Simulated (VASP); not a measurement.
Given:

```xyz
8
Lattice="4.3869 0.0000 0.0000 0.0000 4.3869 0.0000 0.0000 0.0000 4.3869" Properties=species:S:1:pos:R:3 pbc="T T T"
Co     3.7483     2.8322     1.5548
Co     1.5548     3.7483     2.8322
Co     0.6387     0.6387     0.6387
Co     2.8322     1.5548     3.7483
Si     0.6873     1.5061     2.8808
Si     2.8808     0.6873     1.5061
Si     3.6996     3.6996     3.6996
Si     1.5061     2.8808     0.6873
```

Level of theory: PBEsol GGA, VASP's PBE PAW potentials (set 64) (plane waves; VASP). Run with 500 eV cut-off, 7×7×7 Γ-centred mesh, first-order Methfessel-Paxton smearing of 0.10 eV, potentials Co Si.

### Question
The ions, cell shape and volume at an external pressure of 5.0 GPa are relaxed. What does this cell relax into?

### Answer

```xyz
8
Lattice="4.3575 0.0000 0.0000 0.0000 4.3575 0.0000 0.0000 0.0000 4.3575" Properties=species:S:1:pos:R:3 pbc="T T T"
Co     3.7201     2.8162     1.5413
Co     1.5413     3.7201     2.8162
Co     0.6375     0.6375     0.6375
Co     2.8162     1.5413     3.7201
Si     0.6814     1.4973     2.8602
Si     2.8602     0.6814     1.4973
Si     3.6761     3.6761     3.6761
Si     1.4973     2.8602     0.6814
```
Space group P2_13 (198), at a tolerance of 0.03 Å.

### Question
How do energy and volume change from the first to the last step?

### Answer
The energy (σ→0) changes by +3.3 meV/atom and the volume by -2.0 %, in 6 ionic steps.

```tsv
step	E(σ→0) (eV)	max force (eV/Å)	pressure (GPa)	volume (Å³)
1	-59.8230	0.011	-0.02	84.43
2	-59.6663	0.117	13.23	80.45
3	-59.7984	0.052	4.98	82.81
4	-59.7974	0.053	5.03	82.78
5	-59.7974	0.032	5.09	82.76
6	-59.7970	0.008	5.10	82.74
```

The compound is CoSi in the B20 structure. This run relaxes it under an external pressure of 5 GPa. Symmetry was kept, so distortions that lower it aren't found. The run is not spin-polarised, so no magnetic state was tried.
